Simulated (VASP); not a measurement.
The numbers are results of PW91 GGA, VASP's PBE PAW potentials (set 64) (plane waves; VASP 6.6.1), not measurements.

VASP ran on this input.

**KPOINTS**
```
K-points
0
gamma
17 17 17
0 0 0
```

File POSCAR:
```
Al
1.0
  0.0000000000   2.0209624346   2.0209624346
  2.0209624346   0.0000000000   2.0209624346
  2.0209624346   2.0209624346   0.0000000000
Al
1
Cart
  2.0209624346   4.0419248692   2.0209624346
```

### INCAR
```
SYSTEM = Al
PREC = Accurate
ENCUT = 520
EDIFF = 1E-7
NELM = 100
ALGO = Normal
LREAL = .FALSE.
LASPH = .TRUE.
ISMEAR = -5
GGA = 91
LWAVE = .FALSE.
LCHARG = .TRUE.
LORBIT = 11
NEDOS = 601
ISIF = 2
```

POTCAR, in this order: Al (PBE.64 set). Program: vasp_std.

Output of the run:

**OSZICAR**
```
       N       E                     dE             d eps       ncg     rms          rms(c)
DAV:   1    -0.114096885236E+01   -0.11410E+01   -0.90518E+02  1735   0.335E+02
DAV:   2    -0.368311026544E+01   -0.25421E+01   -0.23462E+01  2135   0.318E+01
DAV:   3    -0.370519435154E+01   -0.22084E-01   -0.22077E-01  2260   0.369E+00
DAV:   4    -0.370527470774E+01   -0.80356E-04   -0.81240E-04  2150   0.219E-01
DAV:   5    -0.370527514718E+01   -0.43944E-06   -0.43871E-06  2255   0.141E-02    0.121E+00
DAV:   6    -0.369394581731E+01    0.11329E-01   -0.16402E-03  1995   0.304E-01    0.707E-01
DAV:   7    -0.368649950860E+01    0.74463E-02   -0.42850E-03  1860   0.525E-01    0.136E-01
DAV:   8    -0.368650658132E+01   -0.70727E-05   -0.36378E-05  2325   0.599E-02    0.132E-02
DAV:   9    -0.368650666513E+01   -0.83811E-07   -0.13927E-07  2080   0.391E-03
   1 F= -.36865067E+01 E0= -.36865067E+01  d E =0.000000E+00
```

OUTCAR:
```
------------------------ aborting loop because EDIFF is reached ----------------------------------------
  FORCE on cell =-STRESS in cart. coord.  units (eV):
  Direction    XX          YY          ZZ          XY          YZ          ZX
  --------------------------------------------------------------------------------------
  Total        0.0002817      0.0002817      0.0002817      0.0000000     -0.0000000      0.0000000
  in kB        0.0273410      0.0273410      0.0273410      0.0000000     -0.0000000      0.0000000
  external PRESSURE =       0.0273410 kB  Pullay stress =       0.0000000 kB
  volume of cell :       16.51
      direct lattice vectors                 reciprocal lattice vectors
     0.000000000  2.020962435  2.020962435    -0.247406875  0.247406875  0.247406875
     2.020962435  0.000000000  2.020962435     0.247406875 -0.247406875  0.247406875
     2.020962435  2.020962435  0.000000000     0.247406875  0.247406875 -0.247406875
 POSITION                                       TOTAL-FORCE (eV/Angst)
 -----------------------------------------------------------------------------------
      0.00000      0.00000      0.00000         0.000000      0.000000      0.000000
 -----------------------------------------------------------------------------------
    total drift:                                0.000000      0.000000     -0.000000
  FREE ENERGIE OF THE ION-ELECTRON SYSTEM (eV)
  ---------------------------------------------------
  free  energy   TOTEN  =        -3.6865066651 eV

  energy  without entropy=       -3.6865066651  energy(sigma->0) =       -3.68650667

 total charge

# of ion       s       p       d       tot
------------------------------------------
    1        0.427   0.342   0.000   0.769
```
(Selected blocks of OUTCAR.)

For a metal the tetrahedron method with Blöchl corrections gives inexact stress and forces.

The compound is Al in the fcc structure. It was relaxed first.
